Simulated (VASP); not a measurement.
OSZICAR of a VASP run on Ti (hcp):

### OSZICAR
```
       N       E                     dE             d eps       ncg     rms          rms(c)
DAV:   1     0.247336758619E+03    0.24734E+03   -0.13538E+04  3840   0.189E+03
DAV:   2     0.922933047501E+01   -0.23811E+03   -0.23676E+03  3976   0.496E+02
DAV:   3    -0.176986388837E+02   -0.26928E+02   -0.26731E+02  7504   0.136E+02
DAV:   4    -0.187338864408E+02   -0.10352E+01   -0.10352E+01  3992   0.281E+01
DAV:   5    -0.187883020168E+02   -0.54416E-01   -0.54412E-01  6320   0.444E+00    0.133E+01
DAV:   6    -0.166701389773E+02    0.21182E+01   -0.75209E+00  4528   0.329E+01    0.346E+00
DAV:   7    -0.166452398577E+02    0.24899E-01   -0.92507E-01  5768   0.835E+00    0.211E+00
DAV:   8    -0.166776998830E+02   -0.32460E-01   -0.25028E-01  4432   0.674E+00    0.782E-01
DAV:   9    -0.166676823857E+02    0.10017E-01   -0.56761E-02  4576   0.289E+00    0.805E-02
DAV:  10    -0.166681029343E+02   -0.42055E-03   -0.31877E-03  6040   0.453E-01    0.947E-02
DAV:  11    -0.166681262380E+02   -0.23304E-04   -0.21244E-04  4960   0.144E-01    0.337E-02
DAV:  12    -0.166681168727E+02    0.93654E-05   -0.42073E-05  4944   0.631E-02    0.358E-03
DAV:  13    -0.166681172319E+02   -0.35929E-06   -0.11962E-06  5208   0.104E-02    0.999E-04
DAV:  14    -0.166681173576E+02   -0.12566E-06   -0.12830E-07  3168   0.288E-03    0.454E-04
DAV:  15    -0.166681174224E+02   -0.64835E-07   -0.34299E-08  2456   0.157E-03
   1 F= -.16668117E+02 E0= -.16668821E+02  d E =-.166681E+02
```

Q: Which electronic solver shows in the log?

A: It is blocked Davidson (ALGO = Normal, or the opening steps of other solvers). The INCAR had ALGO = Normal.

Q: Can the final energy be trusted as converged?

A: The calculation finished and met its thresholds. It stopped with EDIFF = 1E-7, NELM = 100, NSW = 30 and EDIFFG = -0.01 after 1 ionic step (PBEsol GGA, plane waves, VASP's PBE PAW potentials (set 64)).

The compound is Ti in the hcp structure. This cell is one point of a volume scan, at 0.97 of the reference volume.
